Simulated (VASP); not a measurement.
Data:

```
CSi
1.0
    0.00000     2.13157     2.13157
    2.13157     0.00000     2.13157
    2.13157     2.13157     0.00000
Si C
1 1
Direct
  0.00000   0.00000   0.00000
  0.25000   0.25000   0.25000
```

Method: MS2 meta-GGA, VASP's PBE PAW potentials (set 64) (plane waves; VASP 6.6.1). Run with 520 eV cut-off, 10×10×10 Γ-centred mesh, Gaussian smearing of 0.050 eV, potentials Si C.

### Question
Give the stress tensor in GPa (positive for a compressed cell).

### Answer

```
15.99   0.00   0.00
 0.00  15.99   0.00
 0.00   0.00  15.99
```
The pressure is its mean diagonal, 15.99 GPa.

The compound is SiC in the zinc blende structure. This cell is one point of a volume scan, at 0.94 of the reference volume.
